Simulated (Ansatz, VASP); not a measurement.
## AlN: VASP beside Ansatz

Aim: how closely do two programs agree when they are given the same cell, functional and k mesh? The cell is taken from a series of runs on this material, whose earlier steps may have relaxed, scaled, displaced or heated it; both programs get it as it stands.

Main program and level: Ansatz 0.2.0; plane waves, with VASP 6.6.1 beside it; relaxation of cell and atoms at r2SCAN.

### Step 1. Set-up

It takes space group P6_3mc (No. 186, hexagonal). The conventional cell has a = 3.107 Å, b = 3.107 Å, c = 4.978 Å, α = 90.00°, β = 90.00°, γ = 120.00°. Al has 4 N at 1.89 to 1.90 Å nearest. N has 4 Al at 1.89 to 1.90 Å nearest. Farther neighbours and most contacts between anions are not listed.

Coordinates:

```cif
data_structure
_symmetry_space_group_name_H-M 'P 1'
_symmetry_Int_Tables_number 1
_cell_length_a 3.1066
_cell_length_b 3.1066
_cell_length_c 4.9777
_cell_angle_alpha 90.000
_cell_angle_beta 90.000
_cell_angle_gamma 120.000
_cell_volume 41.60
loop_
_atom_site_label
_atom_site_type_symbol
_atom_site_fract_x
_atom_site_fract_y
_atom_site_fract_z
_atom_site_occupancy
Al1 Al 0.33333 0.66667 0.99917 1
Al2 Al 0.66667 0.33333 0.49917 1
N3 N 0.33333 0.66667 0.38083 1
N4 N 0.66667 0.33333 0.88083 1
```

### Step 2. VASP: relaxation of cell and atoms, r2SCAN

The relaxed volume is the usual yardstick between codes: in a stiff, nearly cubic crystal its relative difference is about their pressure difference at one cell divided by the bulk modulus.

Lines of VASP's logs that name or quote its potential files are left out, and so is its time.

File INCAR:

```
SYSTEM = AlN
PREC = Accurate
ENCUT = 660
EDIFF = 1E-07
NELM = 120
ISMEAR = 0
SIGMA = 0.01
LREAL = .FALSE.
ALGO = Normal
METAGGA = R2SCAN
LASPH = .TRUE.
NBANDS = 14
LORBIT = 11
LWAVE = .FALSE.
LCHARG = .FALSE.
ISIF = 3
IBRION = 2
NSW = 80
EDIFFG = -0.005
GGA_COMPAT = .FALSE.
NELMIN = 4
EFERMI = MIDGAP
LMIXTAU = .TRUE.
```

File POSCAR:

```
AlN
1.0
    3.1065980000      0.0000000000      0.0000000000
   -1.5532990000      2.6903930000      0.0000000000
    0.0000000000      0.0000000000      4.9776850000
Al N
2 2
Direct
    0.3333332714      0.6666665428      0.9991704979
    0.6666667286      0.3333334572      0.4991705984
    0.3333332714      0.6666665428      0.3808294418
    0.6666667286      0.3333334572      0.8808295422
```

File KPOINTS:

```
Automatic mesh
0
Gamma
6 6 4
0 0 0
```

Potentials, in the order of the species: Al and N (PBE family, release 64).

The run is started by

```bash
mpirun -np 1 vasp_std
```

Numbers of over 12 decimals in the logs are rounded to 6 here.

Log:

```text
[banner, memory and clock lines left out]
running    1 mpi-ranks, on    1 nodes
 distrk:  each k-point on    1 cores,    1 groups
 distr:  one band on    1 cores,    1 groups

 POSCAR found type information on POSCAR AlN
 POSCAR found :  2 types and       4 ions
|                                                                             |
|               ----> ADVICE to this user running VASP <----                  |
|                                                                             |
|     You enforced a specific xc type in the INCAR file but a different       |
|     [... a line on the potential file left out ...]
|     I HOPE YOU KNOW WHAT YOU ARE DOING!                                     |
|                                                                             |

 LDA part: xc-table for (None), standard interpolation
 POSCAR, INCAR and KPOINTS ok, starting setup
 FFT: planning ... GRIDC
 FFT: planning ... GRID_SOFT
 FFT: planning ... GRID
 WAVECAR not read
 entering main loop
       N       E                     dE             d eps       ncg     rms          rms(c)
DAV:   1     0.468645268489E+02    0.46865E+02   -0.87932E+03   588   0.128E+03
DAV:   2    -0.417700499494E+02   -0.88635E+02   -0.81348E+02   802   0.252E+02
DAV:   3    -0.470705168596E+02   -0.53005E+01   -0.52770E+01   810   0.628E+01
DAV:   4    -0.471162863296E+02   -0.45769E-01   -0.45761E-01   636   0.676E+00
DAV:   5    -0.471168641767E+02   -0.57785E-03   -0.57782E-03   816   0.768E-01    0.126E+01
DAV:   6    -0.389910225707E+02    0.81258E+01   -0.11475E+01   726   0.268E+01    0.559E+00
DAV:   7    -0.379331947370E+02    0.10578E+01   -0.98444E-01   642   0.905E+00    0.314E+00
DAV:   8    -0.401096480347E+02   -0.21765E+01   -0.10840E+00   702   0.107E+01    0.224E+00
DAV:   9    -0.382415114370E+02    0.18681E+01   -0.77508E-01   600   0.102E+01    0.536E-01
DAV:  10    -0.382268331134E+02    0.14678E-01   -0.76451E-02   660   0.310E+00    0.532E-01
DAV:  11    -0.383110933946E+02   -0.84260E-01   -0.16416E-02   624   0.121E+00    0.416E-01
DAV:  12    -0.384191302834E+02   -0.10804E+00   -0.25712E-02   594   0.184E+00    0.253E-01
DAV:  13    -0.384506753802E+02   -0.31545E-01   -0.17688E-02   618   0.129E+00    0.108E-01
DAV:  14    -0.384514805725E+02   -0.80519E-03   -0.17285E-03   654   0.513E-01    0.936E-02
DAV:  15    -0.384531884666E+02   -0.17079E-02   -0.70393E-04   660   0.360E-01    0.701E-02
DAV:  16    -0.384532989719E+02   -0.11051E-03   -0.91746E-05   684   0.130E-01    0.316E-02
DAV:  17    -0.384532960043E+02    0.29676E-05   -0.21329E-05   744   0.484E-02    0.110E-02
DAV:  18    -0.384533137626E+02   -0.17758E-04   -0.42599E-06   666   0.283E-02    0.108E-02
DAV:  19    -0.384533085452E+02    0.52174E-05   -0.26737E-06   648   0.225E-02    0.615E-03
DAV:  20    -0.384533127841E+02   -0.42389E-05   -0.13879E-06   678   0.147E-02    0.164E-03
DAV:  21    -0.384533107713E+02    0.20129E-05   -0.69435E-08   534   0.312E-03    0.157E-03
DAV:  22    -0.384533127946E+02   -0.20234E-05   -0.10497E-07   486   0.414E-03    0.525E-04
DAV:  23    -0.384533123445E+02    0.45018E-06   -0.11133E-08   348   0.156E-03    0.382E-04
DAV:  24    -0.384533123301E+02    0.14401E-07   -0.31543E-09   348   0.590E-04
   1 F= -.38453312E+02 E0= -.38453312E+02  d E =-.384533E+02
 curvature:   0.00 expect dE= 0.000E+00 dE for cont linesearch  0.000E+00
 trial: gam= 0.00000 g(F)=  0.135E-05 g(S)=  0.233E-03 ort = 0.000E+00 (trialstep = 0.100E+01)
 search vector abs. value=  0.234E-03
 bond charge predicted
       N       E                     dE             d eps       ncg     rms          rms(c)
DAV:   1    -0.384536550081E+02   -0.34266E-03   -0.73032E-03   654   0.751E-01    0.125E-01
DAV:   2    -0.384533134268E+02    0.34158E-03   -0.83756E-04   726   0.238E-01    0.383E-02
DAV:   3    -0.384532581213E+02    0.55305E-04   -0.90042E-05   672   0.792E-02    0.141E-02
DAV:   4    -0.384533184261E+02   -0.60305E-04   -0.10763E-05   636   0.358E-02    0.619E-03
DAV:   5    -0.384532327196E+02    0.85707E-04   -0.71681E-06   630   0.377E-02    0.137E-03
DAV:   6    -0.384533002242E+02   -0.67505E-04   -0.28289E-06   642   0.249E-02    0.153E-03
DAV:   7    -0.384532813218E+02    0.18902E-04   -0.22925E-07   622   0.677E-03    0.715E-04
DAV:   8    -0.384532847936E+02   -0.34719E-05   -0.18343E-08   360   0.180E-03    0.258E-04
DAV:   9    -0.384532833265E+02    0.14671E-05   -0.57667E-09   348   0.738E-04    0.512E-05
DAV:  10    -0.384532839337E+02   -0.60721E-06   -0.14917E-09   348   0.469E-04    0.466E-05
DAV:  11    -0.384532841574E+02   -0.22376E-06   -0.22524E-10   324   0.153E-04    0.248E-05
DAV:  12    -0.384532842119E+02   -0.54471E-07   -0.37086E-11   348   0.971E-05
   2 F= -.38453284E+02 E0= -.38453284E+02  d E =0.281182E-04
 trial-energy change:    0.000028  1 .order    0.000000   -0.000234    0.000235
 step:   0.4133(harm=  0.4992)  dis= 0.00005  next Energy=   -38.453359 (dE=-0.465E-04)
 bond charge predicted
       N       E                     dE             d eps       ncg     rms          rms(c)
DAV:   1    -0.384534594759E+02   -0.17532E-03   -0.25131E-03   666   0.440E-01    0.733E-02
DAV:   2    -0.384533443711E+02    0.11510E-03   -0.28989E-04   726   0.140E-01    0.224E-02
DAV:   3    -0.384533721453E+02   -0.27774E-04   -0.30863E-05   672   0.464E-02    0.829E-03
DAV:   4    -0.384533350904E+02    0.37055E-04   -0.37576E-06   636   0.212E-02    0.362E-03
DAV:   5    -0.384533851404E+02   -0.50050E-04   -0.24880E-06   624   0.222E-02    0.778E-04
DAV:   6    -0.384533482644E+02    0.36876E-04   -0.95871E-07   642   0.145E-02    0.894E-04
DAV:   7    -0.384533595289E+02   -0.11265E-04   -0.75722E-08   468   0.394E-03    0.425E-04
DAV:   8    -0.384533575964E+02    0.19325E-05   -0.58549E-09   354   0.104E-03    0.182E-04
DAV:   9    -0.384533581522E+02   -0.55583E-06   -0.15576E-09   348   0.464E-04    0.467E-05
DAV:  10    -0.384533580474E+02    0.10482E-06   -0.49021E-10   348   0.257E-04    0.289E-05
DAV:  11    -0.384533579223E+02    0.12512E-06   -0.93905E-11   336   0.102E-04    0.148E-05
DAV:  12    -0.384533578825E+02    0.39773E-07   -0.37915E-11   312   0.800E-05
   3 F= -.38453358E+02 E0= -.38453358E+02  d E =-.455525E-04
 curvature:  -0.24 expect dE=-0.170E-05 dE for cont linesearch -0.170E-05
 trial: gam=-0.14279 g(F)=  0.111E-06 g(S)=  0.692E-05 ort = 0.405E-04 (trialstep = 0.883E+00)
 search vector abs. value=  0.244E-06
 reached required accuracy - stopping structural energy minimisation
```

From OUTCAR (step 2):

```text
ion  position               nearest neighbor table
   1  0.333  0.667  0.999-   4 1.89   4 1.89   4 1.89   3 1.90   2 3.07   2 3.07   2 3.07   2 3.07
                             2 3.07   2 3.07
   2  0.667  0.333  0.499-   3 1.89   3 1.89   3 1.89   4 1.90   1 3.07   1 3.07   1 3.07   1 3.07
                             1 3.07   1 3.07
   3  0.333  0.667  0.381-   2 1.89   2 1.89   2 1.89   1 1.90
   4  0.667  0.333  0.881-   1 1.89   1 1.89   1 1.89   2 1.90

  LATTYP: Found a hexagonal cell.
 ALAT       =     3.1065980000
 C/A-ratio  =     1.6022945357

 Subroutine GETGRP returns: Found 12 space group operations
 (whereof  6 operations were pure point group operations)

The static configuration has the point symmetry C_3v.
 The point group associated with its full space group is C_6v.

 Found     21 irreducible k-points:

   k-points           NKPTS =     21   k-points in BZ     NKDIM =     21   number of bands    NBANDS=     14

   dimension x,y,z NGX =    28 NGY =   28 NGZ =   42
   dimension x,y,z NGXF=    56 NGYF=   56 NGZF=   84

   ENCUT  =  660.0 eV  48.51 Ry    6.96 a.u.   6.51  6.51 10.43*2*pi/ulx,y,z

   NELECT =      16.0000    total number of electrons

 k-points in reciprocal lattice and weights: Automatic mesh
   0.00000000  0.00000000  0.00000000       0.007
   0.16666667  0.00000000  0.00000000       0.042
   0.33333333  0.00000000  0.00000000       0.042
   0.50000000  0.00000000  0.00000000       0.021
   0.16666667  0.16666667  0.00000000       0.042
   0.33333333  0.16666667  0.00000000       0.083
   0.33333333  0.33333333  0.00000000       0.014
   0.00000000  0.00000000  0.25000000       0.014
   0.16666667  0.00000000  0.25000000       0.083
[...]
0.33333333  0.16666667  0.50000000       0.083
   0.33333333  0.33333333  0.50000000       0.014

 average (electrostatic) potential at core
       1 -74.5009       2 -74.5009       3 -62.7121       4 -62.7121

 E-fermi :   8.3997

 k-point     1 :       0.0000    0.0000    0.0000
  band No.  band energies     occupation
    ...
      4       5.0463      2.00000
      5       5.0463      2.00000
      6       5.7076      2.00000
      7       5.7076      2.00000
      8       5.9337      2.00000
      9      10.8656      0.00000
     10      13.4839      0.00000
     11      17.5600      0.00000
     12      17.9854      0.00000
     13      17.9854      0.00000
    ...

 k-point     2 :       0.1667    0.0000    0.0000
  band No.  band energies     occupation
    ...
      4       3.6270      2.00000
      5       4.4252      2.00000
      6       4.6467      2.00000
      7       5.6286      2.00000
      8       5.7592      2.00000
      9      12.1522      0.00000
     10      14.5556      0.00000
     11      15.9523      0.00000
     12      16.6200      0.00000
     13      19.0091      0.00000
    ...

 k-point     3 :       0.3333    0.0000    0.0000
  band No.  band energies     occupation
    ...
      4       1.4466      2.00000
      5       2.5627      2.00000
      6       4.0439      2.00000
      7       5.0592      2.00000
      8       5.3664      2.00000
      9      12.9294      0.00000
     10      13.3369      0.00000
     11      14.7584      0.00000
     12      17.2597      0.00000
     13      18.1574      0.00000
    ...

  Total       -0.0132357     -0.0132358     -0.0149463      0.0000000     -0.0000000      0.0000000
  in kB       -0.5103312     -0.5103313     -0.5762838      0.0000000     -0.0000000      0.0000000
  external PRESSURE =      -0.5323155 kB  Pullay stress =       0.0000000 kB

  energy-cutoff  :      660.00
  volume of cell :       41.55
      direct lattice vectors                 reciprocal lattice vectors
     3.105364917  0.000000000  0.000000000     0.322023346  0.185920251  0.000000000
    -1.552682459  2.689325119  0.000000000     0.000000000  0.371840501  0.000000000
    -0.000000000  0.000000000  4.975663290     0.000000000  0.000000000  0.200978230

 POSITION                                       TOTAL-FORCE (eV/Angst)
 -----------------------------------------------------------------------------------
     -0.00000      1.79288      4.97159         0.000000      0.000000      0.000759
      1.55268      0.89644      2.48376         0.000000     -0.000000      0.000759
     -0.00000      1.79288      1.89483        -0.000000     -0.000000     -0.000759
      1.55268      0.89644      4.38266         0.000000     -0.000000     -0.000759
 -----------------------------------------------------------------------------------
    total drift:                               -0.000000     -0.000219      0.013971

  FREE ENERGIE OF THE ION-ELECTRON SYSTEM (eV)
  ---------------------------------------------------
  free  energy   TOTEN  =       -38.4533578825 eV

  energy  without entropy=      -38.4533578825  energy(sigma->0) =      -38.45335788

 reached required accuracy - stopping structural energy minimisation

 total charge
# of ion       s       p       d       tot
------------------------------------------
    1        0.367   0.450   0.000   0.818
    2        0.367   0.450   0.000   0.818
    3        1.227   2.669   0.000   3.896
    4        1.227   2.669   0.000   3.896
--------------------------------------------------
tot          3.190   6.239   0.000   9.429

[... 3 further parts left out ...]
```

[end of part 1 of 2]

[Lines on the potential files, build, host, timing and source positions are cut from VASP's logs without a mark.]

[Logs are printed without paths, hosts, clocks, repeated set-up lines and the standing remarks that a program may print on its own settings, such as how far it seeks lower states.]

[Hosts, paths, dates, database ids (printed as entryN), source tags and the programs' standing remarks are cut or masked in the printed files.]
